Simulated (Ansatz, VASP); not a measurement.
## Cross-check of TaInS3 between VASP and Ansatz

One calculation is typed for both programs; each brings its own data sets. How far apart do they land? The cell is generated by rule, not measured, and may not be a known phase. The cell is taken from a series of runs on this material, whose earlier steps may have relaxed, scaled, displaced or heated it; both programs get it as it stands.

Calculated with Ansatz 0.2.0; plane waves, with VASP 6.6.1 beside it; zone-centre phonons at PBE.

The structure was built from a prototype and need not be the compound's stable phase.

## (1) Starting point

It takes space group Pm-3m (No. 221, cubic). Conventional cell: a = 4.858 Å, b = 4.858 Å, c = 4.858 Å, α = 90.00°, β = 90.00°, γ = 90.00°. Nearest to In lie 12 S at 3.43 Å. Nearest to Ta lie 6 S at 2.43 Å. Nearest to S lie 2 Ta at 2.43 Å. Farther neighbours and most contacts between anions are not listed.

Structure file:

```
In Ta S
1.0
     4.85760    0.00000    0.00000
     0.00000    4.85760    0.00000
     0.00000    0.00000    4.85760
In Ta S
1 1 3
Direct
  0.00000 0.00000 0.00000
  0.50000 0.50000 0.50000
  0.50000 0.50000 0.00000
  0.50000 0.00000 0.50000
  0.00000 0.50000 0.50000
```

## (2) VASP: zone-centre phonons, PBE

Second derivatives magnify differences that forces hide, and they need a tight electronic threshold.

Lines of VASP's logs that name or quote its potential files are left out, and so is its time.

Input file INCAR:

```
SYSTEM = TaInS3
PREC = Accurate
ENCUT = 500
EDIFF = 1E-08
NELM = 120
ISMEAR = 1
SIGMA = 0.2
LREAL = .FALSE.
ALGO = Normal
GGA = PE
NBANDS = 27
LASPH = .TRUE.
LORBIT = 11
LWAVE = .FALSE.
LCHARG = .FALSE.
ISIF = 2
IBRION = 8
GGA_COMPAT = .FALSE.
KPAR = 2
```

Input file POSCAR:

```
TaInS3
1.0
    4.8575955774      0.0000000000      0.0000000000
    0.0000000000      4.8575955774      0.0000000000
    0.0000000000      0.0000000000      4.8575955774
In Ta S
1 1 3
Direct
    0.0000000000      0.0000000000      0.0000000000
    0.5000000000      0.5000000000      0.5000000000
    0.5000000000      0.5000000000      0.0000000000
    0.5000000000      0.0000000000      0.5000000000
    0.0000000000      0.5000000000      0.5000000000
```

Input file KPOINTS:

```
Automatic mesh
0
Gamma
8 8 8
0 0 0
```

PAW data sets: In_d, Ta_pv and S (PBE family, release 64).

Run with:

```console
$ mpirun -np 2 vasp_std
```

Numbers of over 12 decimals in the logs are rounded to 6 here.

Log:

```text
[banner, memory and clock lines left out]
running    2 mpi-ranks, on    1 nodes
 distrk:  each k-point on    1 cores,    2 groups
 distr:  one band on    1 cores,    1 groups

 POSCAR found type information on POSCAR InTaS
 POSCAR found :  3 types and       5 ions
 LDA part: xc-table for (Slater+PW92), standard interpolation
 POSCAR, INCAR and KPOINTS ok, starting setup
 FFT: planning ... GRIDC
 FFT: planning ... GRID_SOFT
 FFT: planning ... GRID
 WAVECAR not read
 entering main loop
       N       E                     dE             d eps       ncg     rms          rms(c)
DAV:   1     0.370702175707E+03    0.37070E+03   -0.19518E+04  1898   0.155E+03
DAV:   2     0.993342746677E+01   -0.36077E+03   -0.35031E+03  2057   0.396E+02
DAV:   3    -0.306626264047E+02   -0.40596E+02   -0.38928E+02  2485   0.127E+02
DAV:   4    -0.326642784288E+02   -0.20017E+01   -0.19933E+01  2392   0.279E+01
DAV:   5    -0.327275722803E+02   -0.63294E-01   -0.63254E-01  2940   0.528E+00    0.184E+01
DAV:   6    -0.297468574748E+02    0.29807E+01   -0.14475E+01  2388   0.197E+01    0.889E+00
DAV:   7    -0.296363672144E+02    0.11049E+00   -0.18467E+00  2446   0.749E+00    0.599E+00
DAV:   8    -0.295869526257E+02    0.49415E-01   -0.41199E-01  2326   0.383E+00    0.778E-01
DAV:   9    -0.295804532989E+02    0.64993E-02   -0.77218E-02  2343   0.168E+00    0.385E-01
DAV:  10    -0.295804492245E+02    0.40744E-05   -0.47001E-03  2557   0.465E-01    0.197E-01
DAV:  11    -0.295806735782E+02   -0.22435E-03   -0.19467E-03  2311   0.217E-01    0.690E-02
DAV:  12    -0.295805344970E+02    0.13908E-03   -0.12211E-03  2100   0.158E-01    0.250E-02
DAV:  13    -0.295805312191E+02    0.32779E-05   -0.42419E-05  2319   0.382E-02    0.183E-02
DAV:  14    -0.295805302519E+02    0.96712E-06   -0.94634E-06  2420   0.160E-02    0.559E-03
DAV:  15    -0.295805294892E+02    0.76272E-06   -0.23281E-06  2350   0.796E-03    0.230E-03
DAV:  16    -0.295805294085E+02    0.80674E-07   -0.49163E-07  2407   0.331E-03    0.157E-03
DAV:  17    -0.295805293989E+02    0.96493E-08   -0.19236E-08  1718   0.108E-03
   1 F= -.29580529E+02 E0= -.29583237E+02  d E =0.812173E-02
 Linear response reoptimize wavefunctions to high precision
DAV:   1    -0.295805293770E+02    0.21837E-07   -0.13103E-08  2070   0.647E-04
DAV:   2    -0.295805293771E+02   -0.85493E-10   -0.81724E-10  1149   0.201E-04
 Linear response DOF=           4
 Linear response progress:
  Degree of freedom:   1/  4
       N       E                     dE             d eps       ncg     rms          rms(c)
RMM:   1    -0.237287587275E+00   -0.23729E+00   -0.21334E-01  5681   0.268E+00
RMM:   2    -0.239705213398E+00   -0.24176E-02   -0.78058E-03  6286   0.490E-01    0.573E-02
RMM:   3    -0.239492270248E+00    0.21294E-03   -0.82359E-04  6845   0.140E-01    0.197E-02
RMM:   4    -0.239348884914E+00    0.14339E-03   -0.77495E-05  7211   0.408E-02    0.123E-02
RMM:   5    -0.239272374615E+00    0.76510E-04   -0.11162E-05  7228   0.161E-02    0.432E-03
RMM:   6    -0.239266109591E+00    0.62650E-05   -0.19642E-06  7447   0.642E-03    0.107E-03
RMM:   7    -0.239275887793E+00   -0.97782E-05   -0.46825E-07  7559   0.287E-03    0.546E-04
RMM:   8    -0.239280656816E+00   -0.47690E-05   -0.15542E-07  7582   0.136E-03    0.136E-04
RMM:   9    -0.239281117466E+00   -0.46065E-06   -0.65377E-08  7956   0.666E-04    0.853E-05
RMM:  10    -0.239281691386E+00   -0.57392E-06   -0.34422E-08  7519   0.364E-04    0.405E-05
RMM:  11    -0.239281439033E+00    0.25235E-06   -0.12000E-08  7951   0.204E-04    0.170E-05
RMM:  12    -0.239281475597E+00   -0.36563E-07   -0.27760E-08  8259   0.135E-04    0.576E-06
RMM:  13    -0.239281464147E+00    0.11449E-07   -0.11226E-08  7558   0.102E-04    0.675E-06
RMM:  14    -0.239281517416E+00   -0.53269E-07   -0.32461E-09  7811   0.855E-05    0.477E-06
RMM:  15    -0.239281669269E+00   -0.15185E-06   -0.92388E-09  7662   0.787E-05    0.320E-06
RMM:  16    -0.239281576246E+00    0.93023E-07   -0.13216E-08  7440   0.721E-05    0.236E-06
RMM:  17    -0.239281581126E+00   -0.48796E-08   -0.57056E-09  7203   0.675E-05    0.150E-06
 first order change of Fermi-energy   0.11645E-03
 force on displaced ion       1 direction 1 :  -0.026   0.000  -0.000
 Linear response progress:
  Degree of freedom:   2/  4
       N       E                     dE             d eps       ncg     rms          rms(c)
RMM:   1    -0.175473850135E+00   -0.17547E+00    0.11429E+01  4823   0.196E+01
RMM:   2    -0.204236161619E+00   -0.28762E-01   -0.43546E-02  6543   0.121E+00    0.185E-01
RMM:   3    -0.203443838511E+00    0.79232E-03   -0.24477E-03  7638   0.234E-01    0.993E-02
RMM:   4    -0.202692839214E+00    0.75100E-03   -0.96811E-04  7746   0.134E-01    0.254E-02
RMM:   5    -0.202614776068E+00    0.78063E-04   -0.93089E-05  8048   0.470E-02    0.201E-02
RMM:   6    -0.202422385470E+00    0.19239E-03   -0.54714E-05  8107   0.281E-02    0.546E-03
RMM:   7    -0.202442128945E+00   -0.19743E-04   -0.10798E-05  7637   0.116E-02    0.145E-03
RMM:   8    -0.202450723557E+00   -0.85946E-05   -0.22824E-06  8208   0.543E-03    0.644E-04
RMM:   9    -0.202452402992E+00   -0.16794E-05   -0.15320E-06  8396   0.231E-03    0.433E-04
RMM:  10    -0.202454675690E+00   -0.22727E-05   -0.15261E-06  8123   0.123E-03    0.161E-04
RMM:  11    -0.202455220716E+00   -0.54503E-06    0.11803E-09  8435   0.725E-04    0.644E-05
RMM:  12    -0.202455294162E+00   -0.73445E-07   -0.72559E-07  8844   0.459E-04    0.213E-05
RMM:  13    -0.202455343197E+00   -0.49035E-07    0.16694E-07  8461   0.306E-04    0.147E-05
RMM:  14    -0.202455363741E+00   -0.20544E-07   -0.25492E-07  8658   0.224E-04    0.597E-06
RMM:  15    -0.202455403245E+00   -0.39504E-07   -0.60554E-09  8478   0.169E-04    0.649E-06
RMM:  16    -0.202455451438E+00   -0.48193E-07   -0.14461E-07  8188   0.136E-04    0.274E-06
RMM:  17    -0.202455461408E+00   -0.99699E-08   -0.99642E-09  8543   0.111E-04    0.190E-06
 first order change of Fermi-energy  -0.13347E-02
 force on displaced ion       2 direction 1 :  -0.598  -0.000   0.000
 Linear response progress:
  Degree of freedom:   3/  4
       N       E                     dE             d eps       ncg     rms          rms(c)
RMM:   1    -0.114008578891E+00   -0.11401E+00    0.53967E-04 13975   0.133E+00
RMM:   2    -0.111305688129E+00    0.27029E-02   -0.60715E-03 12379   0.445E-01    0.476E-02
RMM:   3    -0.111612984111E+00   -0.30730E-03   -0.83465E-04 11943   0.144E-01    0.250E-02
RMM:   4    -0.111861558110E+00   -0.24857E-03   -0.13646E-04 12537   0.584E-02    0.170E-02
RMM:   5    -0.111977266797E+00   -0.11571E-03   -0.17259E-05 12539   0.205E-02    0.749E-03
RMM:   6    -0.111988722121E+00   -0.11455E-04   -0.22902E-06 13139   0.690E-03    0.170E-03
RMM:   7    -0.111993406287E+00   -0.46842E-05   -0.28788E-07 12816   0.215E-03    0.428E-04
RMM:   8    -0.111991421056E+00    0.19852E-05    0.26015E-08 13533   0.825E-04    0.123E-04
RMM:   9    -0.111992537068E+00   -0.11160E-05   -0.70993E-08 12955   0.353E-04    0.383E-05
RMM:  10    -0.111992628729E+00   -0.91661E-07    0.32197E-07 13969   0.168E-04    0.144E-05
RMM:  11    -0.111992577977E+00    0.50752E-07   -0.12575E-07 13581   0.103E-04    0.450E-06
RMM:  12    -0.111992579557E+00   -0.15802E-08    0.10346E-07 14110   0.776E-05    0.154E-06
RMM:  13    -0.111992592453E+00   -0.12895E-07   -0.14255E-07 13318   0.691E-05    0.165E-06
RMM:  14    -0.111992588960E+00    0.34925E-08    0.12092E-07 12003   0.662E-05    0.107E-06
RMM:  15    -0.111992588006E+00    0.95460E-09   -0.14142E-07 10831   0.654E-05    0.116E-06
RMM:  16    -0.111992588109E+00   -0.10319E-09    0.14858E-07 10112   0.651E-05    0.957E-07
RMM:  17    -0.111992587385E+00    0.72394E-09   -0.15697E-07  9756   0.649E-05    0.839E-07
RMM:  18    -0.111992588126E+00   -0.74092E-09    0.14688E-07  9674   0.653E-05    0.882E-07
RMM:  19    -0.111992587056E+00    0.10700E-08   -0.62770E-08  9591   0.649E-05    0.681E-07
 first order change of Fermi-energy  -0.10483E-03
 force on displaced ion       3 direction 1 :  -1.722   0.000   0.000
 Linear response progress:
  Degree of freedom:   4/  4
       N       E                     dE             d eps       ncg     rms          rms(c)
RMM:   1    -0.120173853657E+00   -0.12017E+00    0.47672E-02  8654   0.161E+00
RMM:   2    -0.120217193625E+00   -0.43340E-04   -0.57537E-03  7289   0.398E-01    0.255E-01
RMM:   3    -0.120602494372E+00   -0.38530E-03   -0.28667E-03  6683   0.255E-01    0.100E-01
RMM:   4    -0.121317420674E+00   -0.71493E-03   -0.89926E-04  7099   0.118E-01    0.349E-02
RMM:   5    -0.121433971901E+00   -0.11655E-03   -0.13100E-04  7103   0.639E-02    0.966E-03
RMM:   6    -0.121478612548E+00   -0.44641E-04   -0.22125E-05  7154   0.225E-02    0.694E-03
RMM:   7    -0.121500949508E+00   -0.22337E-04   -0.61329E-06  7634   0.113E-02    0.128E-03
RMM:   8    -0.121501799581E+00   -0.85007E-06   -0.76138E-07  7591   0.406E-03    0.556E-04
RMM:   9    -0.121503184629E+00   -0.13850E-05   -0.24076E-07  8011   0.164E-03    0.250E-04
RMM:  10    -0.121504769440E+00   -0.15848E-05   -0.32985E-08  7592   0.639E-04    0.112E-04
RMM:  11    -0.121504370752E+00    0.39869E-06    0.32850E-08  8210   0.284E-04    0.554E-05
RMM:  12    -0.121504459877E+00   -0.89125E-07   -0.15044E-07  7991   0.155E-04    0.171E-05
RMM:  13    -0.121504415994E+00    0.43883E-07   -0.16805E-07  8620   0.905E-05    0.471E-06
RMM:  14    -0.121504426251E+00   -0.10257E-07    0.84708E-08  7986   0.696E-05    0.183E-06
RMM:  15    -0.121504426902E+00   -0.65094E-09    0.88229E-08  8140   0.632E-05    0.763E-07
 first order change of Fermi-energy   0.66740E-03
 force on displaced ion       3 direction 3 :  -0.000   0.000  -8.390
 Linear response finished
```

(Continued in part 2 of 2.)

[Lines on the potential files, build, host, timing and source positions are cut from VASP's logs without a mark.]

[Logs are printed without paths, hosts, clocks, repeated set-up lines and the standing remarks that a program may print on its own settings, such as how far it seeks lower states.]

[Hosts, paths, dates, database ids (printed as entryN), source tags and the programs' standing remarks are cut or masked in the printed files.]
